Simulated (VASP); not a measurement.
Here is the system:

```
PbS
1.0
    4.05039     0.00000     0.00000
   -2.02519     3.50774     0.00000
    0.00000     0.00000     3.78135
Pb S
1 1
Direct
  0.00000   0.00000   0.00000
  0.66667   0.33333   0.50000
```

All values below come from r2SCAN meta-GGA, VASP's PBE PAW potentials (set 64) (plane waves; VASP). Run with 400 eV cut-off, 12×12×11 Γ-centred mesh, tetrahedra with Blöchl corrections, potentials Pb_d S.

Unless said otherwise, spin-orbit coupling is left out, though it shifts the bands of the heavy elements here.

Task: What does the run give for the energy per atom (σ→0), band gap (over mesh and band path) with the smallest direct gap where there is one?

Result: 
```
Item                                                                   Value
----------------------------------  ----------------------------------------
band gap (over mesh and band path)  none (metal, semimetal or under 0.01 eV)
energy per atom (σ→0)                                -3152.2 kJ/mol of atoms
```

The structure was generated: PbS was put into the WC type (P-6m2), which need not be its known phase. It was relaxed first, which changed the volume by +8 %.
